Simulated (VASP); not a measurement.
Data:

```xyz
2
Lattice="0.0000 2.4482 2.4482 2.4482 0.0000 2.4482 2.4482 2.4482 0.0000" Properties=species:S:1:pos:R:3 pbc="T T T"
Y      0.0000     0.0000     0.0000
N      2.4482     2.4482     2.4482
```

Computed with r2SCAN meta-GGA, VASP's PBE PAW potentials (set 64) (plane waves; VASP). Settings: 600 eV cut-off, 8×8×8 Γ-centred mesh, Gaussian smearing of 0.050 eV, potentials Y_sv N.

What does the run give for the energy per atom (σ→0), band gap (on the k-mesh) with the smallest direct gap where there is one?

```json
{
  "band gap (on the k-mesh)": "0.59 eV",
  "smallest direct gap (on the k-mesh)": "1.00 eV",
  "energy per atom (σ→0)": "-16721 meV/atom"
}
```

Total energies compare only between runs with the same potentials, cut-off and functional.

The compound is YN in the rock salt structure. It was relaxed first.
